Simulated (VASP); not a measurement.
OSZICAR of a VASP run on Ti$_{2}$O (space group P-3m1):

### OSZICAR
```
       N       E                     dE             d eps       ncg     rms          rms(c)
DAV:   1     0.308457535013E+03    0.30846E+03   -0.13541E+04  7296   0.170E+03
DAV:   2     0.115494422946E+02   -0.29691E+03   -0.28919E+03  7401   0.487E+02
DAV:   3    -0.289911607829E+02   -0.40541E+02   -0.39615E+02 12290   0.156E+02
DAV:   4    -0.315815190113E+02   -0.25904E+01   -0.25726E+01  9406   0.376E+01
DAV:   5    -0.317057046154E+02   -0.12419E+00   -0.12401E+00 11096   0.706E+00    0.186E+01
DAV:   6    -0.277715669320E+02    0.39341E+01   -0.22971E+01  9449   0.518E+01    0.638E+00
DAV:   7    -0.275788873516E+02    0.19268E+00   -0.21754E+00 10377   0.118E+01    0.333E+00
DAV:   8    -0.275677839471E+02    0.11103E-01   -0.17065E-01 10732   0.428E+00    0.121E+00
DAV:   9    -0.275703666865E+02   -0.25827E-02   -0.42906E-02 11081   0.231E+00    0.357E-01
DAV:  10    -0.275709360477E+02   -0.56936E-03   -0.92587E-03  9706   0.913E-01    0.694E-02
DAV:  11    -0.275709174872E+02    0.18560E-04   -0.68206E-04 11265   0.388E-01    0.398E-02
DAV:  12    -0.275708979488E+02    0.19538E-04   -0.17846E-04  9849   0.153E-01    0.106E-02
DAV:  13    -0.275708953825E+02    0.25663E-05   -0.11798E-05  9213   0.477E-02    0.410E-03
DAV:  14    -0.275708952396E+02    0.14285E-06   -0.11603E-06  5334   0.131E-02
   1 F= -.27570895E+02 E0= -.27566606E+02  d E =-.857779E-02
```

Question: Which electronic solver shows in the log?

Answer: It is blocked Davidson (ALGO = Normal, or the opening steps of other solvers). The INCAR had ALGO = Normal.

Question: Can the final energy be trusted as converged?

Answer: The calculation finished and met its thresholds. It stopped with EDIFF = 1E-6, NELM = 100 (PBEsol GGA, plane waves, VASP's PBE PAW potentials (set 64)).

The structure comes from a computed database's Ti2O entry (P-3m1); how it stands against other phases isn't given here. The cell was not relaxed at this level, and its volume differs by -5.9 % from the start's.
